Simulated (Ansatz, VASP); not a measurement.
Given: the input of a run of Ansatz 0.2.0 on SiF. The cell comes from a database or a generator and needn't be the stable form of this composition.

Contents of input.yaml:

```yaml
crystal:
  lattice:
    - [3.0286, 0.0, 0.0]
    - [0.0, 3.0286, 0.0]
    - [0.0, 0.0, 3.0286]
  atoms:
    - { symbol: Si, position: [0.5, 0.5, 0.5] }
    - { symbol: F, position: [0.0, 0.0, 0.0] }
hamiltonian:
  xc: lda
  pseudopotentials: { kind: paw }
kpoints:
  mp_grid: { grid: [9, 9, 9] }
scf:
  occupations: { method: fermi_dirac, width: 0.05 }
output:
  forces: true
  stress: true
  eigenvalues: true
relax:
  f_tol: 0.01
  max_steps: 40
  cell: { stress_tol: 0.05 }
```

Potentials or basis: Ansatz PAW.

Launch:

```bash
$ ansatz run input.yaml --threads 2 --pin off --max-ram 5632MiB --backend cpu --events-out ev --progress --plain --runs-dir out
```

Q: Set up the same calculation for VASP 6.6.1. Potentials or basis there: LDA PAW files F, Si, 600 eV.

A: As run (cutoffs and basis follow the program's own potentials, and thresholds, step limits or extra output files can differ):

File INCAR:

```
SYSTEM = SiF
ALGO     = Normal         ! electronic algorithm
EDIFF    = 1E-6           ! SCF threshold, eV
EDIFFG   = -0.01          ! ionic threshold
ENCUT    = 600            ! plane-wave cutoff, eV
IBRION   = 2              ! ionic algorithm
ISIF     = 3              ! what is computed and relaxed
ISMEAR   = -1             ! smearing method
LASPH    = .True.         ! aspherical terms in the spheres
LCHARG   = .False.        ! write CHGCAR
LREAL    = .False.        ! projectors in reciprocal space
LWAVE    = .False.        ! write WAVECAR
NELM     = 80             ! most SCF steps
NSW      = 40             ! ionic steps
PREC     = Accurate       ! precision mode
SIGMA    = 0.05           ! smearing width, eV
```

File KPOINTS:

```
k-points
0
Gamma
  9 9 9
  0 0 0
```

File POSCAR:

```
SiF
1.0
    3.0286000000      0.0000000000      0.0000000000
    0.0000000000      3.0286000000      0.0000000000
    0.0000000000      0.0000000000      3.0286000000
Si F
1 1
Direct
    0.5000000000      0.5000000000      0.5000000000
    0.0000000000      0.0000000000      0.0000000000
```

Potentials or basis: VASP PAW LDA potentials, release 64 (Si, F).

Run with:

```bash
$ cat potpaw_LDA.64/Si/POTCAR potpaw_LDA.64/F/POTCAR > POTCAR
$ mpirun -np 1 vasp_std > vasp.out
```

Both were run:

|  | Ansatz | VASP |
| --- | --- | --- |
| Relaxed volume | 12.91 Å³/atom | 12.87 Å³/atom |
| Relaxed cell | a = 2.956 Å, b = 2.956 Å, c = 2.956 Å, α = 90.00°, β = 90.00°, γ = 90.00° | a = 2.953 Å, b = 2.953 Å, c = 2.953 Å, α = 90.00°, β = 90.00°, γ = 90.00° |
| Space group after relaxing | Pm-3m (No. 221) | Pm-3m (No. 221) |
| Pressure after relaxing | 0.0 GPa | -0.1 GPa |

Ansatz's pressure holds a Pulay term of +0.69 GPa for its cutoff of 420 eV, which the other run lacks.

Ansatz's potentials were made for PBE.

Where Ansatz's input types no cutoff or centring, it takes its own default and a Γ-centred mesh.

The two programs' LDA may be different fits to the electron gas.

Pressure is positive in compression.
